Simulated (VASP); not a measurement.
# The (0 0 1) face of CuGePSe in VASP

How does the (0 0 1) face of CuGePSe behave as a surface? The start is a computed cell from the Materials Project.

Main program and level: VASP 6.6.1; LDA, no spin polarisation; plane waves and PAW (Se, Ge_d, Cu, P), in the first sound run; inputs show where later runs differ.

## 1. Set-up

The structure is trigonal, space group R3m (No. 160). Conventional cell: a = 3.908 Å, b = 3.908 Å, c = 19.105 Å, α = 90.00°, β = 90.00°, γ = 120.00°. Se has 3 Cu at 2.39 Å and 1 Ge at 2.39 Å nearest. Nearest to Ge lie 1 Se at 2.39 Å and 3 P at 2.45 Å. Nearest to Cu lie 1 P at 2.24 Å and 3 Se at 2.39 Å. Nearest to P lie 1 Cu at 2.24 Å and 3 Ge at 2.45 Å. Farther neighbours and most contacts between anions are not listed.

As a file:

```cif
data_structure
_symmetry_space_group_name_H-M 'P 1'
_symmetry_Int_Tables_number 1
_cell_length_a 6.7560
_cell_length_b 6.7560
_cell_length_c 6.7560
_cell_angle_alpha 33.620
_cell_angle_beta 33.620
_cell_angle_gamma 33.620
_cell_volume 84.21
loop_
_atom_site_label
_atom_site_type_symbol
_atom_site_fract_x
_atom_site_fract_y
_atom_site_fract_z
_atom_site_occupancy
Se1 Se 0.37266 0.37266 0.37266 1
Ge2 Ge 0.49801 0.49801 0.49801 1
Cu3 Cu 0.99816 0.99816 0.99816 1
P4 P 0.88117 0.88117 0.88117 1
```

## 2. The bulk reference

The surface energy counts from the bulk crystal, run with the slab's cutoff and functional on a dense mesh.

Contents of INCAR:

```
SYSTEM = CuGePSe
PREC = Normal
ENCUT = 320
EDIFF = 1E-05
NELM = 120
ISMEAR = 0
SIGMA = 0.05
LREAL = .FALSE.
ALGO = Fast
GGA = CA
NBANDS = 24
LORBIT = 11
LWAVE = .FALSE.
LCHARG = .FALSE.
KPAR = 2
```

Contents of POSCAR:

```
CuGePSe
1.0
    1.9538080210      1.1280315869      6.3681774098
   -1.9538080210      1.1280315869      6.3681774098
    0.0000000000     -2.2560631737      6.3681774098
Se Ge Cu P
1 1 1 1
Direct
    0.3726610000      0.3726610000      0.3726610000
    0.4980070000      0.4980070000      0.4980070000
    0.9981600000      0.9981600000      0.9981600000
    0.8811710000      0.8811710000      0.8811710000
```

Contents of KPOINTS:

```
Automatic mesh
0
Gamma
12 12 12
0 0 0
```

The projector-augmented-wave data sets are Se, Ge_d, Cu and P (LDA family, release 64).

Launch:

```
mpirun -np 2 vasp_std
```

Output:

```text
[banner, memory and clock lines left out]
running    2 mpi-ranks, on    1 nodes
 distrk:  each k-point on    1 cores,    2 groups
 distr:  one band on    1 cores,    1 groups

 POSCAR found type information on POSCAR SeGeCuP
 POSCAR found :  4 types and       4 ions
 LDA part: xc-table for (Slater(with rela. corr.)+CA(PZ))
 , standard interpolation
 POSCAR, INCAR and KPOINTS ok, starting setup
 FFT: planning ... GRIDC
 FFT: planning ... GRID_SOFT
 FFT: planning ... GRID
 WAVECAR not read
 entering main loop
       N       E                     dE             d eps       ncg     rms          rms(c)
DAV:   1     0.238107527870E+03    0.23811E+03   -0.13052E+04 10344   0.199E+03
DAV:   2     0.113852738328E+02   -0.22672E+03   -0.21826E+03  9224   0.490E+02
DAV:   3    -0.207234803516E+02   -0.32109E+02   -0.31684E+02 11904   0.137E+02
DAV:   4    -0.219122749127E+02   -0.11888E+01   -0.11871E+01 10192   0.282E+01
DAV:   5    -0.219564948672E+02   -0.44220E-01   -0.44212E-01 13256   0.603E+00    0.116E+01
RMM:   6    -0.231915224208E+02   -0.12350E+01   -0.27328E+01 11350   0.577E+01    0.968E+00
RMM:   7    -0.207532484786E+02    0.24383E+01   -0.82085E+00 10104   0.360E+01    0.308E+00
RMM:   8    -0.206614539267E+02    0.91795E-01   -0.11833E+00 11877   0.121E+01    0.247E+00
RMM:   9    -0.206068028809E+02    0.54651E-01   -0.21878E-01 12460   0.513E+00    0.390E-01
RMM:  10    -0.206112301521E+02   -0.44273E-02   -0.71982E-02 15770   0.136E+00    0.333E-01
RMM:  11    -0.206098808173E+02    0.13493E-02   -0.10397E-02 14021   0.998E-01    0.996E-02
RMM:  12    -0.206101385126E+02   -0.25770E-03   -0.38137E-03 15194   0.429E-01    0.587E-02
RMM:  13    -0.206101795396E+02   -0.41027E-04   -0.55661E-04 12735   0.222E-01    0.399E-02
WARNING in EDDRMM: call to ZHEGV failed, returncode =   6  3      8
RMM:  14    -0.206101743219E+02    0.52177E-05   -0.25959E-04 11778   0.142E-01    0.888E-03
RMM:  15    -0.206101805790E+02   -0.62571E-05   -0.84292E-05 11421   0.526E-02
   1 F= -.20610181E+02 E0= -.20609739E+02  d E =-.883945E-03
```

The job ended after 56 s (2 MPI ranks of Intel Xeon 6975P-C (Granite Rapids), shared host; peak memory 0.61 GiB).

Lines that name or quote the potential files are left out of all logs, and their timing lines are given in words.

OUTCAR, selected parts (step 2):

```text
ion  position               nearest neighbor table
   1  0.373  0.373  0.373-   3 2.39   3 2.39   3 2.39   2 2.39
   2  0.498  0.498  0.498-   1 2.39   4 2.45   4 2.45   4 2.45
   3  0.998  0.998  0.998-   4 2.24   1 2.39   1 2.39   1 2.39
   4  0.881  0.881  0.881-   3 2.24   2 2.45   2 2.45   2 2.45

  LATTYP: Found a trigonal (rhomboedric) cell.
 ALAT       =     6.7559976737
 COS(alpha) =     0.8327312585

 Subroutine GETGRP returns: Found  6 space group operations
 (whereof  6 operations were pure point group operations)

The static configuration has the point symmetry C_3v.

 Found    189 irreducible k-points:

   k-points           NKPTS =    189   k-points in BZ     NKDIM =    189   number of bands    NBANDS=     24

   dimension x,y,z NGX =    30 NGY =   30 NGZ =   30
   dimension x,y,z NGXF=    60 NGYF=   60 NGZF=   60

   ENCUT  =  320.0 eV  23.52 Ry    4.85 a.u.   9.85  9.85  9.85*2*pi/ulx,y,z

   NELECT =      36.0000    total number of electrons

 k-points in reciprocal lattice and weights: Automatic mesh
   0.00000000  0.00000000  0.00000000       0.001
   0.08333333  0.00000000  0.00000000       0.003
   0.16666667 -0.00000000  0.00000000       0.003
   0.25000000 -0.00000000  0.00000000       0.003
   0.33333333  0.00000000  0.00000000       0.003
   0.41666667 -0.00000000  0.00000000       0.003
   0.50000000 -0.00000000  0.00000000       0.002
   0.08333333  0.08333333  0.00000000       0.003
   0.16666667  0.08333333  0.00000000       0.007
[...]
-0.41666667  0.50000000  0.41666667       0.003
   0.50000000  0.50000000  0.50000000       0.001

 average (electrostatic) potential at core
       1 -60.0677       2 -76.2627       3 -67.1831       4 -85.7893

 E-fermi :   4.6453

 k-point     1 :       0.0000    0.0000    0.0000
  band No.  band energies     occupation
    ...
     13       1.6915      2.00000
     14       2.5476      2.00000
     15       2.5476      2.00000
     16       3.6620      2.00000
     17       4.4593      2.00000
     18       4.9125      0.00000
     19       4.9125      0.00000
     20       6.4047      0.00000
     21       6.7837      0.00000
     22       6.7837      0.00000
    ...

 k-point     2 :       0.0833    0.0000    0.0000
  band No.  band energies     occupation
    ...
     13       1.6537      2.00000
     14       2.1439      2.00000
     15       2.4802      2.00000
     16       4.0256      2.00000
     17       4.3388      2.00000
     18       4.7546      0.00199
     19       4.7720      0.00034
     20       6.6797      0.00000
     21       6.8315      0.00000
     22       7.0419      0.00000
    ...

 k-point     3 :       0.1667   -0.0000    0.0000
  band No.  band energies     occupation
    ...
     14       1.9904      2.00000
     15       2.3459      2.00000
     16       3.5694      2.00000
     17       3.9532      2.00000
     18       4.3985      2.00000
     19       5.2297      0.00000
     20       6.7433      0.00000
     21       7.5124      0.00000
     22       7.6580      0.00000
     23       8.9046      0.00000
    ...

  Total       -2.8519994     -2.8519994     -2.6940539      0.0000000     -0.0000000      0.0000000
  in kB      -54.2613325    -54.2613325    -51.2563069      0.0000000     -0.0000000      0.0000000
  external PRESSURE =     -53.2596573 kB  Pullay stress =       0.0000000 kB

  energy-cutoff  :      320.00
  volume of cell :       84.21
      direct lattice vectors                 reciprocal lattice vectors
     1.953808021  1.128031587  6.368177410     0.255910506  0.147750000  0.052343600
    -1.953808021  1.128031587  6.368177410    -0.255910506  0.147750000  0.052343600
     0.000000000 -2.256063174  6.368177410     0.000000000 -0.295499999  0.052343600

 POSITION                                       TOTAL-FORCE (eV/Angst)
 -----------------------------------------------------------------------------------
      0.00000      0.00000      7.11951         0.000000     -0.000000     -0.142150
      0.00000      0.00000      9.51419         0.000000     -0.000000     -0.066007
      0.00000      0.00000     19.06938         0.000000     -0.000000     -0.046316
      0.00000      0.00000     16.83436         0.000000      0.000000      0.254474
 -----------------------------------------------------------------------------------
    total drift:                                0.000000      0.000004     -0.000633

  FREE ENERGIE OF THE ION-ELECTRON SYSTEM (eV)
  ---------------------------------------------------
  free  energy   TOTEN  =       -20.6101805790 eV

  energy  without entropy=      -20.6092966337  energy(sigma->0) =      -20.60973861

 total charge
# of ion       s       p       d       tot
------------------------------------------
    1        1.456   2.353   0.059   3.867
    2        1.156   1.096  10.055  12.307
    3        0.423   0.413   9.212  10.047
    4        1.061   1.393   0.000   2.454
--------------------------------------------------
tot          4.095   5.254  19.326  28.675

[... 3 further parts left out ...]
```

This run has no spin polarisation, so a moment on Cu, if there is one, isn't seen.

This step gave:

| Item | Value |
| --- | --- |
| electronic cycles | 15 |
| electrons | 36 |
| free energy (TOTEN) | -20.61 eV |
| energy at zero smearing | -20.61 eV |
| Fermi energy | 4.645 eV |
| labelled metallic, from the levels on this mesh | yes |

Force by atom:

```
atom  x (eV/Å)  y (eV/Å)  z (eV/Å)   size
 Se1     0.000     0.000    -0.142  0.142
 Ge2     0.000     0.000    -0.066  0.066
 Cu3     0.000     0.000    -0.046  0.046
  P4     0.000     0.000     0.254  0.254
```

The bulk cell was not relaxed and keeps forces of up to 0.25 eV/Å. A relaxed slab gains this strain too, so surface energies counted from it come out too low.

Energy at zero smearing: -20.60974 eV.

[end of part 1 of 4]

[Lines on the potential files, build, host, timing and source positions are cut from VASP's logs without a mark.]

[Logs are printed without paths, hosts, clocks, repeated set-up lines and the standing remarks that a program may print on its own settings, such as how far it seeks lower states.]

[Hosts, paths, dates, database ids (printed as entryN), source tags and the programs' standing remarks are cut or masked in the printed files.]

[In band tables of VASP the shares of atoms and orbitals are scaled to a sum of 1 inside the atoms' spheres.]

[Runs that stopped without an error message from VASP are left out.]
